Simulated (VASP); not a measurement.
Given:

```xyz
2
Lattice="4.1689 -2.2806 -0.0024 4.1689 2.2806 -0.0024 2.9234 0.0000 3.7462" Properties=species:S:1:pos:R:3 pbc="T T T"
Bi     2.6511     0.0000     0.8808
Bi     8.6100     0.0000     2.8606
```

Computed with rev-vdW-DF2, VASP's PBE PAW potentials (set 64) (plane waves; VASP). Run with 520 eV cut-off, 10×10×10 Γ-centred mesh, first-order Methfessel-Paxton smearing of 0.10 eV, potentials Bi_d.

Unless said otherwise, spin-orbit coupling is left out, though it shifts the bands of the heavy elements here.

### Question
Predict the energy per atom (σ→0), band gap (on the k-mesh) with the smallest direct gap where there is one.

### Answer

The band gap (on the k-mesh) is none (metal, semimetal or under 0.01 eV) and the energy per atom (σ→0) comes out as -0.948 eV/atom.

The absolute energy has meaning only against runs of the same code, potentials and settings.

The compound is Bi in the a7 structure. It was relaxed first.
